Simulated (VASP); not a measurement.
# HfZrSe3 (P1) in VASP: relaxation of cell and atoms with PBE

Aim: the relaxation of cell and atoms of HfZrSe3 with PBE.

Everything below comes from runs of VASP 6.6.1. Logs are shortened: lines on timing, memory, paths and dates and some standing lists are left out, and cuts for length are marked.

### Step 1. The crystal as given

The typed cell holds 10 atoms: a = 7.313 Å, b = 7.467 Å, c = 7.675 Å, α = 51.90°, β = 51.93°, γ = 50.34°.

The cell was built by a generator and needn't be a form met in nature.

### Step 2. Relaxation of cell and atoms, PBE

File INCAR:

```
SYSTEM = HfZrSe3
ALGO     = Fast           ! electronic algorithm
EDIFF    = 1E-5           ! SCF threshold, eV
EDIFFG   = -0.03          ! ionic threshold
ENCUT    = 520            ! plane-wave cutoff, eV
GGA      = PE             ! functional
IBRION   = 2              ! ionic algorithm
ISIF     = 3              ! what is computed and relaxed
ISMEAR   = 0              ! smearing method
ISYM     = 0            
KPAR     = 4            
LASPH    = .TRUE.         ! aspherical terms in the spheres
LCHARG   = .FALSE.        ! write CHGCAR
LREAL    = Auto         
LWAVE    = .FALSE.        ! write WAVECAR
NELM     = 80             ! most SCF steps
NSW      = 110            ! ionic steps
PREC     = Normal         ! precision mode
SIGMA    = 0.15           ! smearing width, eV
```

File KPOINTS:

```
k-points
0
G
  4 4 4
  0 0 0
```

File POSCAR:

```
HfZrSe3
1.0
    3.0538905000      1.7870714100      6.3999499900
   -3.2325091500      1.8218121700      6.4792745200
   -0.0592229400     -3.9973406200      6.5518123900
Zr Hf Se
2 2 6
Direct
    0.9995993800      0.9720439400      0.9880934600
    0.5299964800      0.4931460100      0.4785799200
    0.6869413400      0.6397128900      0.6730373200
    0.3855999500      0.3292380500      0.2738234400
    0.0882836500      0.4653240400      0.7284842300
    0.4158124100      0.7396126800      0.1002740300
    0.7236853400      0.0900474400      0.4329493700
    0.8917232600      0.6267932100      0.2708953900
    0.5515376300      0.2708309300      0.8879288500
    0.2352109200      0.8910191500      0.6249110000
```

Potentials or basis: VASP PAW PBE potentials, release 64 (Zr_sv, Hf_pv, Se).

The run is started by

```sh
$ cat potpaw_PBE.64/Zr_sv/POTCAR potpaw_PBE.64/Hf_pv/POTCAR potpaw_PBE.64/Se/POTCAR > POTCAR
$ mpirun -np 4 vasp_std > vasp.out
```

OUTCAR:

```text
SYSTEM = HfZrSe3
   EDIFF = 1E-5
   EDIFFG = -0.03
   ENCUT = 520
   GGA = PE
   IBRION = 2
   ISIF = 3
   ISMEAR = 0
   ISYM = 0
   LASPH = .TRUE.
   LREAL = Auto
   NELM = 80
   NSW = 110
   PREC = Normal

 ion  position               nearest neighbor table
   1  1.000  0.972  0.988-   8 2.36  10 2.44   6 2.77   9 2.82   7 3.07   5 3.22   4 3.45   4 3.63
                             3 3.65   3 3.71
   2  0.530  0.493  0.479-   7 2.54   9 2.55   8 2.60   5 2.62   6 2.64  10 2.77   3 3.24   4 3.34

   3  0.687  0.640  0.673-   8 2.50   5 2.54   9 2.67  10 2.70   7 2.77   6 2.89   2 3.24   4 3.51
                             1 3.65   1 3.71
   4  0.386  0.329  0.274-   7 2.49   6 2.58   9 2.63   8 2.79  10 3.04   5 3.18   2 3.34   1 3.45
                             3 3.51   1 3.63
   5  0.088  0.465  0.728-   3 2.54   2 2.62   4 3.18   1 3.22
   6  0.416  0.740  0.100-   4 2.58   2 2.64   1 2.77   3 2.89
   7  0.724  0.090  0.433-   4 2.49   2 2.54   3 2.77   1 3.07
   8  0.892  0.627  0.271-   1 2.36   3 2.50   2 2.60   4 2.79
   9  0.552  0.271  0.888-   2 2.55   4 2.63   3 2.67   1 2.82
  10  0.235  0.891  0.625-   1 2.44   3 2.70   2 2.77   4 3.04

IMPORTANT INFORMATION: All symmetrisations will be switched off!
NOSYMM: (Re-)initialisation of all symmetry stuff for point group C_1.

----------------------------------------------------------------------------------------

                                     Primitive cell

  volume of cell :     236.0965

  direct lattice vectors                    reciprocal lattice vectors
     3.053890500  1.787071410  6.399949990     0.160256684  0.088078704  0.055186478
    -3.232509150  1.821812170  6.479274520    -0.157949567  0.086352586  0.051257033
    -0.059222940 -3.997340620  6.551812390    -0.000341303 -0.171433695  0.048032650

  length of vectors
     7.312949561  7.466532883  7.675186316     0.191012068  0.187168690  0.178035850

  position of ions in fractional coordinates (direct lattice)
     0.999599380  0.972043940  0.988093460
     0.529996480  0.493146010  0.478579920
     0.686941340  0.639712890  0.673037320
     0.385599950  0.329238050  0.273823440
     0.088283650  0.465324040  0.728484230
     0.415812410  0.739612680  0.100274030
     0.723685340  0.090047440  0.432949370
     0.891723260  0.626793210  0.270895390
     0.551537630  0.270830930  0.887928850
     0.235210920  0.891019150  0.624911000

  ion indices of the primitive-cell ions
   primitive index   ion index
                 1           1
                 2           2
                 3           3
                 4           4
                 5           5
                 6           6
                 7           7
                 8           8
                 9           9
                10          10

----------------------------------------------------------------------------------------

 KPOINTS: k-points

Automatic generation of k-mesh.
 Grid dimensions read from file:
 generate k-points for:    4    4    4

 Generating k-lattice:

  Cartesian coordinates                     Fractional coordinates (reciprocal lattice)
     0.040064171  0.022019676  0.013796620     0.250000000  0.000000000  0.000000000
    -0.039487392  0.021588146  0.012814258    -0.000000000  0.250000000  0.000000000
    -0.000085326 -0.042858424  0.012008163    -0.000000000 -0.000000000  0.250000000

  Length of vectors
     0.047753017  0.046792172  0.044508963

  Shift w.r.t. Gamma in fractional coordinates (k-lattice)
     0.000000000  0.000000000  0.000000000

 Subroutine IBZKPT returns following result:
 ===========================================

 Found     36 irreducible k-points:

 Following reciprocal coordinates:
            Coordinates               Weight
  0.000000  0.000000  0.000000      1.000000
  0.250000  0.000000  0.000000      2.000000
  0.500000  0.000000  0.000000      1.000000
 -0.000000  0.250000 -0.000000      2.000000
  0.250000  0.250000  0.000000      2.000000
  0.500000  0.250000 -0.000000      2.000000
[... 16 lines left out ...]
  0.000000 -0.250000  0.250000      2.000000
  0.250000 -0.250000  0.250000      2.000000
 [... further k-points ...]
   k-points           NKPTS =     36   k-points in BZ     NKDIM =     36   number of bands    NBANDS=     48
   number of dos      NEDOS =    301   number of ions     NIONS =     10
   total plane-waves  NPLWV =  84672
   dimension x,y,z NGX =    42 NGY =   42 NGZ =   48
   dimension x,y,z NGXF=    84 NGYF=   84 NGZF=   96
   ions per type =               2   2   6
   NGX,Y,Z   is equivalent  to a cutoff of   9.55,  9.35, 10.40 a.u.
   NGXF,Y,Z  is equivalent  to a cutoff of  19.10, 18.70, 20.79 a.u.
 SYSTEM =  HfZrSe3
   PREC   = normal    normal or accurate (medium, high low for compatibility)
   ISTART =      0    job   : 0-new  1-cont  2-samecut
   ICHARG =      2    charge: 1-file 2-atom 10-const
   ISPIN  =      1    spin polarized calculation?
   LNONCOLLINEAR =      F non collinear calculations
   LSORBIT =      F    spin-orbit coupling
   LASPH  =      T    aspherical Exc in radial PAW
   ENCUT  =  520.0 eV  38.22 Ry    6.18 a.u.  13.60 13.88 14.27*2*pi/ulx,y,z
   NELM   =     80;   NELMIN=  2; NELMDL= -5     # of ELM steps
   EDIFF  = 0.1E-04   stopping-criterion for ELM
   LREAL  =      T    real-space projection
   EDIFFG = -.3E-01   stopping-criterion for IOM
   NSW    =    110    number of steps for IOM
   IBRION =      2    ionic relax: 0-MD 1-quasi-New 2-CG
   NFREE  =      1    steps in history (QN), initial steepest desc. (CG)
   ISIF   =      3    stress and relaxation
   ISYM   =      0    0-nonsym 1-usesym 2-fastsym
   POTIM  = 0.5000    time-step for ionic-motion
   TEBEG  =    0.0;   TEEND  =   0.0 temperature during run
   PSTRESS=    0.0 pullay stress
   NELECT =      80.0000    total number of electrons
   NUPDOWN=      -1.0000    fix difference up-down
   EMIN   =  10.00;   EMAX   =-10.00  energy-range for DOS
   EFERMI =   0.00;   METHOD = LEGACY
   ISMEAR =     0;   SIGMA  =   0.15  broadening in eV -4-tet -1-fermi 0-gaus
   EFERMI_NEDOS =   21; number of points for ismear=-14 and -15
   IALGO  =     68    algorithm
   IMIX   =      4    mixing-type and parameters
     AMIX     =   0.40;   BMIX     =  1.00
     AMIX_MAG =   1.60;   BMIX_MAG =  1.00
  volume/ion in A,a.u.               =      23.61       159.33
  Fermi-wavevector in a.u.,A,eV,Ry     =   1.141322  2.156787 17.723176  1.302617
  Thomas-Fermi vector in A             =   2.278023
   LORBIT       =      0    0 simple, 1 ext, 2 COOP (PROOUT), +10 PAW based schemes
   GGA     = PE    functional components
   LHFCALC =     F    Hartree Fock is set to
   AEXX    =    0.0000 exact exchange contribution
   IVDW    =     0    specifies the selected vdW correction
   LEPSILON=     F    determine dielectric tensor
   LRPA    =     F    only Hartree local field effects (RPA)
 conjugate gradient relaxation of ions
 non-spin polarized calculation
 RMM-DIIS sequential band-by-band and
 Gauss-broadening in eV      SIGMA  =   0.15
  energy-cutoff  :      520.00
  volume of cell :      236.10
 maximum number of plane-waves:      6383
   NGX = 27   NGY = 27   NGZ = 29

--------------------------------------- Ionic step        1  -------------------------------------------

 number of electron      79.9999998 magnetization

 Free energy of the ion-electron system (eV)
  ---------------------------------------------------
  ext. energy  EPLUGINS =         0.00000000
  ---------------------------------------------------
  free energy    TOTEN  =       -68.16892003 eV

  energy without entropy =      -68.09435278  energy(sigma->0) =      -68.13163641

------------------------ aborting loop because EDIFF is reached ----------------------------------------

  FORCE on cell =-STRESS in cart. coord.  units (eV):
  Direction    XX          YY          ZZ          XY          YZ          ZX
  --------------------------------------------------------------------------------------
  -------------------------------------------------------------------------------------
  Total        9.6291927     10.6298189     10.0795573     -1.5810707      1.0174138      1.2731886
  in kB       65.3447873     72.1351497     68.4010125    -10.7293238      6.9042846      8.6400015
  external PRESSURE =      68.6269832 kB  Pullay stress =       0.0000000 kB
[... 75 lines left out ...]
--------------------------------------- Ionic step        3  -------------------------------------------

 number of electron      79.9999996 magnetization

 E-fermi :   4.8162     XC(G=0):  -9.5666

 val. band max:        4.8147244312   @ k =  -0.0000   0.2500   0.2500
 cond. band min:       4.8368647547   @ k =   0.2500  -0.2500   0.2500
 fundamental gap:      0.0221403235
 Fermi energy:         4.8162191081

 k-point     1 :       0.0000    0.0000    0.0000
  band No.  band energies     occupation
      1     -45.2455      2.00000
      2     -45.1661      2.00000
      3     -27.2068      2.00000
      4     -27.1965      2.00000
      5     -27.1023      2.00000
      6     -27.0730      2.00000
[... 1213 lines left out ...]
     47       6.8081      0.00000
     48       6.9852      0.00000

 [... further k-points ...]

------------------------ aborting loop because EDIFF is reached ----------------------------------------

  FORCE on cell =-STRESS in cart. coord.  units (eV):
  Direction    XX          YY          ZZ          XY          YZ          ZX
  --------------------------------------------------------------------------------------
  -------------------------------------------------------------------------------------
  Total       -4.4630443     -8.1383650     -7.7730299      0.6498926      1.0483912      1.5212873
  in kB      -27.6733666    -50.4624070    -48.1971255      4.0296972      6.5006107      9.4328305
  external PRESSURE =     -42.1109663 kB  Pullay stress =       0.0000000 kB
[... 25 lines left out ...]
  FREE ENERGIE OF THE ION-ELECTRON SYSTEM (eV)
  ---------------------------------------------------
  free  energy   TOTEN  =       -69.4879515405 eV

  energy  without entropy=      -69.4114499800  energy(sigma->0) =      -69.44970076

 E-fermi :   5.5689     XC(G=0):  -9.9870

 val. band max:        5.5452485914   @ k =   0.0000   0.0000   0.0000
 cond. band min:       5.5814736956   @ k =   0.0000   0.0000   0.0000
 fundamental gap:      0.0362251042
 Fermi energy:         5.5688548352

 k-point     1 :       0.0000    0.0000    0.0000
  band No.  band energies     occupation
      1     -44.3483      2.00000
      2     -44.1913      2.00000
      3     -26.1888      2.00000
      4     -26.1887      2.00000
      5     -26.1403      2.00000
      6     -26.1142      2.00000
[... 1213 lines left out ...]
     47       7.8364      0.00000
     48       7.9577      0.00000

 [... further k-points ...]

[... ionic steps 4 to 23 ...]

--------------------------------------- Ionic step       24  -------------------------------------------

 number of electron      79.9999992 magnetization

------------------------ aborting loop because EDIFF is reached ----------------------------------------
[... 83 lines left out ...]
--------------------------------------- Ionic step       26  -------------------------------------------

 number of electron      79.9999992 magnetization

 Free energy of the ion-electron system (eV)
  ---------------------------------------------------
  ext. energy  EPLUGINS =         0.00000000
  ---------------------------------------------------
  free energy    TOTEN  =       -71.06226340 eV

  energy without entropy =      -71.03188994  energy(sigma->0) =      -71.04707667

 E-fermi :   5.6067     XC(G=0): -10.0129

 val. band max:        5.6049143044   @ k =   0.0000   0.0000   0.0000
 cond. band min:       5.7264262816   @ k =   0.5000   0.2500   0.2500
 fundamental gap:      0.1215119772
 Fermi energy:         5.6067409451

 k-point     1 :       0.0000    0.0000    0.0000
  band No.  band energies     occupation
      1     -44.2979      2.00000
      2     -44.1534      2.00000
      3     -26.1408      2.00000
      4     -26.1403      2.00000
      5     -26.0817      2.00000
      6     -26.0808      2.00000
[... 1213 lines left out ...]
     47       7.8698      0.00000
     48       8.0374      0.00000

 [... further k-points ...]

------------------------ aborting loop because EDIFF is reached ----------------------------------------

  FORCE on cell =-STRESS in cart. coord.  units (eV):
  Direction    XX          YY          ZZ          XY          YZ          ZX
  --------------------------------------------------------------------------------------
  -------------------------------------------------------------------------------------
  Total       -0.1053907     -0.0652494     -0.1134706     -0.0309441      0.0230407     -0.0308957
  in kB       -0.7163410     -0.4435005     -0.7712601     -0.2103272      0.1566081     -0.2099983
  external PRESSURE =      -0.6437005 kB  Pullay stress =       0.0000000 kB
[... 25 lines left out ...]
  FREE ENERGIE OF THE ION-ELECTRON SYSTEM (eV)
  ---------------------------------------------------
  free  energy   TOTEN  =       -71.0622634016 eV

  energy  without entropy=      -71.0318899441  energy(sigma->0) =      -71.04707667

 reached required accuracy - stopping structural energy minimisation
```

Wall time 32 min (4 MPI ranks of Intel Xeon Platinum 8488C (Sapphire Rapids), shared host); peak memory 0.48 GiB.

What came out:

```yaml
Free_energy: -71.0623 eV
Relaxed_volume: 23.57 Å³/atom
Relaxed_cell: a = 7.475 Å, b = 7.471 Å, c = 7.475 Å, α = 51.44°, β = 51.44°, γ = 51.47°
Space_group_after_relaxing_to_0.05_Å: R-3 (No. 148)
Energy_gained_by_relaxing: 289.3 meV/atom
Ionic_steps: 26
Pressure_after_relaxing: -0.1 GPa
Largest_force_after_relaxing: 0.021 eV/Å
Band_gap_on_the_k_mesh: none (metal or under the smearing width)
```

Forces in eV/Å, atoms in the order of the input:
```
Zr  -0.004  0.002  0.006
Zr   0.006 -0.006 -0.008
Hf  -0.001  0.008  0.000
Hf  -0.001 -0.005 -0.005
Se   0.014  0.006 -0.006
Se   0.021  0.001 -0.003
Se  -0.020  0.003  0.001
Se  -0.004 -0.010 -0.006
Se  -0.010 -0.001  0.014
Se   0.000  0.003  0.008
```

Step by step:
```tsv
step	energy change (eV)	largest force (eV/Å)	pressure (GPa)	volume (Å³)
1	0.0000	4.7528	6.86	236.10
2	-0.9771	1.4275	-8.17	272.33
3	-1.3190	1.3955	-4.21	258.39
4	-2.1695	1.2381	-1.09	245.24
5	-2.3136	1.5673	1.71	237.64
6	-2.5912	1.0294	0.30	239.24
7	-2.5933	1.0894	0.24	239.38
8	-2.7261	0.4874	-0.88	240.82
9	-2.7378	0.5043	-1.23	241.40
10	-2.7942	0.4382	1.05	234.96
11	-2.7951	0.3974	0.81	235.64
12	-2.8413	0.3542	0.03	236.52
13	-2.8432	0.3583	-0.15	236.73
14	-2.8697	0.2692	-0.18	236.25
15	-2.8726	0.2865	-0.17	236.03
16	-2.8853	0.1106	0.30	234.67
17	-2.8856	0.1069	0.35	234.46
18	-2.8887	0.0932	-0.38	236.20
19	-2.8892	0.0951	-0.21	235.73
20	-2.8920	0.0574	-0.05	235.51
21	-2.8920	0.0608	-0.04	235.48
22	-2.8927	0.0481	0.10	235.18
23	-2.8927	0.0458	0.11	235.16
24	-2.8931	0.0307	-0.02	235.58
25	-2.8931	0.0302	-0.01	235.62
26	-2.8933	0.0214	-0.06	235.72
```

Final structure:
```cif
data_structure
_symmetry_space_group_name_H-M 'P 1'
_symmetry_Int_Tables_number 1
_cell_length_a 7.4747
_cell_length_b 7.4706
_cell_length_c 7.4749
_cell_angle_alpha 51.440
_cell_angle_beta 51.437
_cell_angle_gamma 51.469
_cell_volume 235.72
loop_
_atom_site_label
_atom_site_type_symbol
_atom_site_fract_x
_atom_site_fract_y
_atom_site_fract_z
_atom_site_occupancy
Zr1 Zr 0.00081 0.00207 0.99553 1
Zr2 Zr 0.50118 0.50172 0.49571 1
Hf1 Hf 0.66424 0.66567 0.66036 1
Hf2 Hf 0.33736 0.33757 0.33190 1
Se1 Se 0.07701 0.42395 0.75297 1
Se2 Se 0.42168 0.75940 0.07277 1
Se3 Se 0.75856 0.07808 0.41711 1
Se4 Se 0.92444 0.58041 0.23874 1
Se5 Se 0.57937 0.24403 0.91934 1
Se6 Se 0.24374 0.92486 0.57455 1
```

Levels at points of the mesh, in eV from the Fermi level:
| k point | band 37 | band 38 | band 39 | band 40 | band 41 | band 42 | band 43 | band 44 |
| --- | --- | --- | --- | --- | --- | --- | --- | --- |
| (0.00, 0.00, 0.00) | -1.26 | -1.25 | -0.94 | -0.01 | 0.00 | 0.57 | 0.57 | 1.34 |
| (0.50, 0.00, 0.00) | -2.24 | -2.17 | -0.71 | -0.63 | 0.50 | 0.62 | 0.86 | 0.93 |
| (0.00, 0.50, 0.00) | -2.24 | -2.17 | -0.70 | -0.63 | 0.49 | 0.62 | 0.86 | 0.93 |
| (0.50, 0.50, 0.00) | -2.62 | -2.37 | -1.11 | -0.18 | 0.21 | 0.63 | 0.70 | 0.92 |
| (0.00, 0.00, 0.50) | -2.24 | -2.17 | -0.71 | -0.63 | 0.50 | 0.62 | 0.86 | 0.92 |
| (0.50, 0.00, 0.50) | -2.63 | -2.37 | -1.11 | -0.18 | 0.20 | 0.63 | 0.69 | 0.92 |
| (0.00, 0.50, 0.50) | -2.63 | -2.37 | -1.11 | -0.18 | 0.21 | 0.63 | 0.69 | 0.92 |
| (0.50, 0.50, 0.50) | -1.88 | -1.88 | 0.35 | 0.65 | 0.66 | 0.72 | 0.73 | 0.76 |
